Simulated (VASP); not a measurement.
```
CELL_PARAMETERS angstrom
      2.30061    -3.98477     0.00000
      2.30061     3.98477     0.00000
      0.00000     0.00000     7.26531
ATOMIC_POSITIONS crystal
  Mg 0.00000 0.00000 0.00000
  Mg 0.33333 0.66667 0.63342
  Mg 0.66667 0.33333 0.36658
  Sb 0.33333 0.66667 0.22656
  Sb 0.66667 0.33333 0.77344
```

Method: PW91 GGA, VASP's PBE PAW potentials (set 64) (plane waves; VASP). Numerical set-up: 520 eV cut-off, 6×6×4 Γ-centred mesh, tetrahedra with Blöchl corrections, potentials Mg Sb.

The cores are frozen, which limits the accuracy of field gradients.

Give the principal components of the electric field gradient (V/Å²) and the asymmetry η at each nucleus.

```json
[
 {"atom": "Mg1", "Vxx": "-0.7", "Vyy": "-0.7", "Vzz": "1.4", "η": "0.00"},
 {"atom": "Mg2", "Vxx": "-0.7", "Vyy": "-0.7", "Vzz": "1.4", "η": "0.00"},
 {"atom": "Mg3", "Vxx": "-0.7", "Vyy": "-0.7", "Vzz": "1.4", "η": "0.00"},
 {"atom": "Sb4", "Vxx": "-18.2", "Vyy": "-18.2", "Vzz": "36.5", "η": "0.00"},
 {"atom": "Sb5", "Vxx": "-18.2", "Vyy": "-18.2", "Vzz": "36.5", "η": "0.00"}
]
```

The compound is Mg3Sb2 in the a-la2o3 structure. It was relaxed first.
